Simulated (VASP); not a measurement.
VASP ran on this input.

File POSCAR:
```
Nb2CS2
17.1879410
  0.1885540855   0.0000000000   0.0000000000
 -0.0942770427   0.1632926315   0.0000000000
  0.0000000000   0.0000000000   0.4999999930
Nb C S
2 1 2
Cartesian
  0.0942771370   0.0544308227   0.4310152134
 -0.0000000943   0.1088618087   0.0689847796
  0.0000000000   0.0000000000   0.0000000000
  0.0942771370   0.0544308227   0.1640360280
 -0.0000000943   0.1088618087   0.3359639649
```

File KPOINTS:
```
kpoints
0
G
 12 12 4
0 0 0
```

INCAR:
```
LORBIT = 11   ! lm-projected
LWAVE = F
PREC = Accurate
NELM = 100   ! most electronic steps
LASPH = T
GGA = PS
LMAXMIX = 4
NEDOS = 601   ! DOS grid
LREAL = F   ! projection in real space or not
ISIF = 2
ALGO = Normal   ! blocked Davidson
LCHARG = T
ENCUT = 520   ! plane-wave cut-off (eV)
ISMEAR = -5   ! tetrahedra, Bloechl
EDIFF = 1E-7   ! SCF stop (eV)
SYSTEM = Nb2CS2
LEFG = T
```

POTCAR, in this order: Nb_sv C S (PBE.64 set). Program: vasp_std.

Question: Translate this PBEsol calculation to Quantum ESPRESSO's pw.x.

Answer: One equivalent input (not run):
```
&CONTROL
  calculation = 'scf'
  pseudo_dir = './pseudo'
  outdir = './out'
  tprnfor = .true.
  tstress = .true.
/
&SYSTEM
  ibrav = 0
  nat = 5
  ntyp = 3
  ecutwfc = 82
  occupations = 'tetrahedra'
  input_dft = 'pbesol'
/
&ELECTRONS
  conv_thr = 7.3e-09
  electron_maxstep = 100
/
ATOMIC_SPECIES
  Nb 92.906 Nb.upf
  C 12.011 C.upf
  S 32.060 S.upf
CELL_PARAMETERS angstrom
     3.2408565    0.0000000    0.0000000
    -1.6204282    2.8066641    0.0000000
     0.0000000    0.0000000    8.5939704
ATOMIC_POSITIONS crystal
  Nb   0.6666670  0.3333330  0.8620304
  Nb   0.3333330  0.6666670  0.1379696
  C    0.0000000  0.0000000  0.0000000
  S    0.6666670  0.3333330  0.3280721
  S    0.3333330  0.6666670  0.6719279
K_POINTS automatic
  12 12 4 0 0 0
```
What does not carry over: the potentials are each code's own (VASP's PAW set, PseudoDojo norm-conserving files in pw.x), so ENCUT and ecutwfc are chosen apart and not converted; conv_thr bounds pw.x's estimated SCF error, while EDIFF bounds the energy change between steps; the field gradients of LEFG aren't asked of the other code.

The structure comes from a computed database's Nb2CS2 entry (P-3m1); how it stands against other phases isn't given here. It was relaxed first, which changed the volume by -11 %.
